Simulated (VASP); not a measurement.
Method: LDA (Ceperley-Alder, Perdew-Zunger), VASP's LDA PAW potentials (set 64) (plane waves; VASP).

The input files of a VASP run:

File POSCAR:
```
CuZn
1
    2.8751346724     0.0000000000     0.0000000000
    0.0000000000     2.8751346724     0.0000000000
    0.0000000000     0.0000000000     2.8751346724
Zn Cu
1 1
Direct
  0.5000000000   0.5000000000   0.5000000000
  0.0000000000   0.0000000000   0.0000000000
```

KPOINTS:
```
Automatic mesh
0
gamma
 13 13 13
```

**INCAR**
```
! general
SYSTEM  = CuZn
PREC    = Accurate
ENCUT   = 500   ! plane-wave cut-off (eV)
LREAL   = F   ! projection in real space or not
LASPH   = T   ! aspherical one-centre terms

! electronic loop
EDIFF   = 1E-6   ! SCF stop (eV)
NELM    = 100   ! most electronic steps
ALGO    = Normal
LMAXMIX = 4   ! l cut-off of mixed one-centre charges

! smearing
ISMEAR  = 1   ! Methfessel-Paxton
SIGMA   = 0.1   ! width (eV)

! ions
IBRION  = 2   ! conjugate gradients
NSW     = 40   ! most ionic steps
ISIF    = 3   ! ions, shape and volume
EDIFFG  = -0.02   ! ionic stop
PSTRESS = 50   ! kbar

! output
LWAVE   = F
LCHARG  = F
```

POTCAR, in this order: Zn Cu (LDA.64 set). Program: vasp_std.

The run wrote:

**OSZICAR**
```
       N       E                     dE             d eps       ncg     rms          rms(c)
DAV:   1     0.109453941787E+03    0.10945E+03   -0.11288E+04  2640   0.254E+03
DAV:   2    -0.500430491568E+01   -0.11446E+03   -0.11142E+03  2548   0.327E+02
DAV:   3    -0.801471871168E+01   -0.30104E+01   -0.30051E+01  3165   0.733E+01
DAV:   4    -0.803513277916E+01   -0.20414E-01   -0.20411E-01  2871   0.521E+00
DAV:   5    -0.803543197875E+01   -0.29920E-03   -0.29920E-03  3507   0.666E-01    0.103E+01
DAV:   6    -0.772635049773E+01    0.30908E+00   -0.17897E+01  2742   0.118E+02    0.595E+00
DAV:   7    -0.680524281052E+01    0.92111E+00   -0.40559E+00  2747   0.116E+02    0.258E+00
DAV:   8    -0.680204129895E+01    0.32015E-02   -0.19315E-01  3156   0.608E+00    0.139E+00
DAV:   9    -0.679002049351E+01    0.12021E-01   -0.17719E-02  3291   0.343E+00    0.936E-02
DAV:  10    -0.678997187571E+01    0.48618E-04   -0.59028E-04  3923   0.365E-01    0.324E-02
DAV:  11    -0.678997562793E+01   -0.37522E-05   -0.29249E-05  3306   0.186E-01    0.805E-03
DAV:  12    -0.678997572826E+01   -0.10032E-06   -0.50619E-06  2890   0.669E-02
   1 F= -.60482660E+01 E0= -.60479929E+01  d E =-.604827E+01
       N       E                     dE             d eps       ncg     rms          rms(c)
DAV:   1    -0.794708653888E+01   -0.11571E+01   -0.15111E+01  2520   0.947E+01    0.869E+00
DAV:   2    -0.720931987358E+01    0.73777E+00   -0.95686E+00  2549   0.882E+01    0.389E+00
DAV:   3    -0.681058177981E+01    0.39874E+00   -0.21444E+00  2621   0.651E+01    0.195E+00
DAV:   4    -0.677121546606E+01    0.39366E-01   -0.12421E-01  3668   0.963E+00    0.851E-01
DAV:   5    -0.675622791460E+01    0.14988E-01   -0.78315E-03  4338   0.178E+00    0.682E-02
DAV:   6    -0.675626019696E+01   -0.32282E-04   -0.47214E-04  3650   0.299E-01    0.335E-02
DAV:   7    -0.675627032996E+01   -0.10133E-04   -0.25401E-05  4024   0.129E-01    0.285E-03
DAV:   8    -0.675627033907E+01   -0.91109E-08   -0.18249E-06  1794   0.256E-02
   2 F= -.60527789E+01 E0= -.60527197E+01  d E =-.451296E-02
       N       E                     dE             d eps       ncg     rms          rms(c)
DAV:   1    -0.698598237361E+01   -0.22971E+00   -0.28824E+00  2520   0.439E+01    0.344E+00
DAV:   2    -0.684022282251E+01    0.14576E+00   -0.13549E+00  2534   0.325E+01    0.142E+00
DAV:   3    -0.679253812139E+01    0.47685E-01   -0.33346E-01  2627   0.192E+01    0.984E-01
DAV:   4    -0.678207753965E+01    0.10461E-01   -0.21594E-02  3375   0.497E+00    0.374E-01
DAV:   5    -0.677920633108E+01    0.28712E-02   -0.22153E-03  4094   0.887E-01    0.268E-02
DAV:   6    -0.677920046930E+01    0.58618E-05   -0.14863E-04  3493   0.274E-01    0.974E-03
DAV:   7    -0.677920317977E+01   -0.27105E-05   -0.36572E-06  3017   0.486E-02    0.154E-03
DAV:   8    -0.677920332995E+01   -0.15018E-06   -0.13839E-06  1597   0.180E-02
   3 F= -.60595285E+01 E0= -.60593746E+01  d E =-.112626E-01
```

File OUTCAR:
```
------------------------ aborting loop because EDIFF is reached ----------------------------------------
  FORCE on cell =-STRESS in cart. coord.  units (eV):
  Direction    XX          YY          ZZ          XY          YZ          ZX
  --------------------------------------------------------------------------------------
  Total        0.7335182      0.7335182      0.7335182      0.0000000      0.0000000     -0.0000000
  in kB       50.9617783     50.9617783     50.9617783      0.0000000      0.0000000     -0.0000000
  external PRESSURE =       0.9617783 kB  Pullay stress =      50.0000000 kB
  volume of cell :       23.06
      direct lattice vectors                 reciprocal lattice vectors
     2.846376163  0.000000000  0.000000000     0.351323909 -0.000000000 -0.000000000
     0.000000000  2.846376163  0.000000000    -0.000000000  0.351323909 -0.000000000
     0.000000000  0.000000000  2.846376163    -0.000000000 -0.000000000  0.351323909
 POSITION                                       TOTAL-FORCE (eV/Angst)
 -----------------------------------------------------------------------------------
      1.42319      1.42319      1.42319         0.000000      0.000000      0.000000
      0.00000      0.00000      0.00000        -0.000000     -0.000000      0.000000
 -----------------------------------------------------------------------------------
    total drift:                                0.000000      0.000000     -0.000000
  FREE ENERGIE OF THE ION-ELECTRON SYSTEM (eV)
  ---------------------------------------------------
  free  energy   TOTEN  =        -6.7792033299 eV

  energy  without entropy=       -6.7787415401  energy(sigma->0) =       -6.77904940
  enthalpy is  TOTEN    =        -6.0595285179 eV   P V=        0.7196748120

 reached required accuracy - stopping structural energy minimisation
```
(Selected blocks of OUTCAR.)

**CONTCAR**
```
CuZn
   1.00000000000000
     2.8463761626556154    0.0000000000000000    0.0000000000000000
     0.0000000000000000    2.8463761626556154    0.0000000000000000
     0.0000000000000000    0.0000000000000000    2.8463761626556154
  Zn              Cu
     1     1
Direct
     0.5000000000000000    0.5000000000000000    0.5000000000000000
     0.0000000000000000    0.0000000000000000    0.0000000000000000
```

Energy and stress use the plane-wave basis of the starting cell.

The compound is CuZn in the CsCl type structure. This run relaxes it under an external pressure of 5 GPa. Symmetry was kept, so distortions that lower it aren't found. The electron count is odd and the run is not spin-polarised, which forces a metal.
